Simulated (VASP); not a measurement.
Here is the system:

```
LaMgNi4
1.0
    0.00000     3.53668     3.53668
    3.53668     0.00000     3.53668
    3.53668     3.53668     0.00000
La Mg Ni
1 1 4
Direct
  0.00000   0.00000   0.00000
  0.25000   0.25000   0.25000
  0.62322   0.62322   0.62322
  0.13034   0.62322   0.62322
  0.62322   0.62322   0.13034
  0.62322   0.13034   0.62322
```

The numbers are results of PBEsol GGA, VASP's PBE PAW potentials (set 64) (plane waves; VASP), not measurements. Numerical set-up: 300 eV cut-off, 6×6×6 Γ-centred mesh, Fermi-Dirac smearing of 0.10 eV, potentials La Mg Ni.

The run has a spin-polarised start.

Q: Give the spin-up energies of bands 18 to 31 at the high-symmetry points, in eV from the Fermi level.

A: 
```json
[
 {"band": "18", "Γ": "-0.84", "X": "-1.61", "U": "-1.61", "L": "-1.75", "W": "-1.51"},
 {"band": "19", "Γ": "-0.84", "X": "-1.56", "U": "-1.30", "L": "-1.34", "W": "-1.47"},
 {"band": "20", "Γ": "-0.79", "X": "-1.52", "U": "-1.27", "L": "-1.34", "W": "-1.38"},
 {"band": "21", "Γ": "-0.79", "X": "-1.25", "U": "-1.19", "L": "-0.85", "W": "-1.11"},
 {"band": "22", "Γ": "-0.79", "X": "-1.25", "U": "-1.07", "L": "-0.82", "W": "-1.11"},
 {"band": "23", "Γ": "0.02", "X": "-0.74", "U": "-0.91", "L": "-0.82", "W": "-0.95"},
 {"band": "24", "Γ": "0.02", "X": "-0.74", "U": "-0.87", "L": "-0.64", "W": "-0.91"},
 {"band": "25", "Γ": "0.02", "X": "-0.74", "U": "-0.65", "L": "-0.64", "W": "-0.56"},
 {"band": "26", "Γ": "0.14", "X": "-0.67", "U": "-0.50", "L": "0.14", "W": "-0.49"},
 {"band": "27", "Γ": "0.14", "X": "-0.23", "U": "-0.11", "L": "0.63", "W": "-0.02"},
 {"band": "28", "Γ": "0.14", "X": "1.68", "U": "0.62", "L": "0.92", "W": "0.16"},
 {"band": "29", "Γ": "0.54", "X": "1.68", "U": "1.43", "L": "0.92", "W": "1.80"},
 {"band": "30", "Γ": "0.60", "X": "1.68", "U": "2.58", "L": "2.29", "W": "2.54"},
 {"band": "31", "Γ": "0.60", "X": "3.14", "U": "3.09", "L": "2.29", "W": "2.90"}
]
```

Q: Give the spin-down energies of bands 18 to 31 at the high-symmetry points, in eV from the Fermi level.

A: 
```tsv
band	Γ	X	U	L	W
18	-0.84	-1.61	-1.61	-1.75	-1.51
19	-0.84	-1.56	-1.30	-1.34	-1.46
20	-0.79	-1.52	-1.27	-1.34	-1.38
21	-0.79	-1.25	-1.19	-0.85	-1.11
22	-0.79	-1.25	-1.07	-0.82	-1.11
23	0.02	-0.74	-0.91	-0.82	-0.95
24	0.02	-0.74	-0.87	-0.64	-0.91
25	0.02	-0.74	-0.65	-0.64	-0.56
26	0.14	-0.67	-0.50	0.14	-0.49
27	0.14	-0.23	-0.11	0.63	-0.02
28	0.14	1.68	0.62	0.92	0.16
29	0.54	1.68	1.43	0.92	1.80
30	0.60	1.68	2.58	2.29	2.54
31	0.60	3.15	3.09	2.29	2.90
```

It has no gap at this level: it comes out as a metal or semimetal.

The structure comes from a computed database's LaMgNi4 entry; how it stands against other phases isn't given here. The cell was not relaxed at this level.
